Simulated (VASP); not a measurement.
These are PBE GGA, VASP's PBE PAW potentials (set 64) (plane waves; VASP 6.6.1) values and carry that method's errors.

VASP ran on this input.

File KPOINTS:
```
Automatic mesh
0
Gamma
8 8 8
0 0 0
```

### INCAR
```
! general
SYSTEM =ZrO2
PREC   =Accurate
ENCUT  =600
LREAL  =F
LASPH  =T   ! aspherical one-centre terms

! electronic loop
EDIFF  =1E-7
NELM   =100   ! most electronic steps
ALGO   =Normal   ! blocked Davidson
LMAXMIX=4

! smearing
ISMEAR =0   ! Gaussian
SIGMA  =0.05

! functional
GGA    =PE

! ions
ISIF   =2   ! forces and stress, cell fixed

! output
LWAVE  =F
LCHARG =F
```

POSCAR:
```
ZrO2
1.0
  0.0000000000   2.5591991735   2.5591991735
  2.5591991735   0.0000000000   2.5591991735
  2.5591991735   2.5591991735   0.0000000000
Zr O
1 2
Cart
  0.0000000000   0.0000000000   0.0000000000
  1.2795995868   1.2795995868   1.2795995868
  3.8387987603   3.8387987603   3.8387987603
```

POTCAR, in this order: Zr_sv O (PBE.64 set). Program: vasp_std.

Problem. What will the output report for the number of irreducible k-points (NKPTS), number of bands (NBANDS), largest plane-wave count, number of space-group operations, FFT grid (NGX, NGY, NGZ)?

Solution. 
```
Property                                      Result
--------------------------------------  ------------
number of irreducible k-points (NKPTS)            29
number of bands (NBANDS)                          16
largest plane-wave count                        1139
number of space-group operations                  48
FFT grid (NGX, NGY, NGZ)                30 × 30 × 30
```

The compound is ZrO2 in the fluorite structure, the high-temperature cubic form, which is unstable at 0 K; the monoclinic form is the stable one. It was relaxed first.
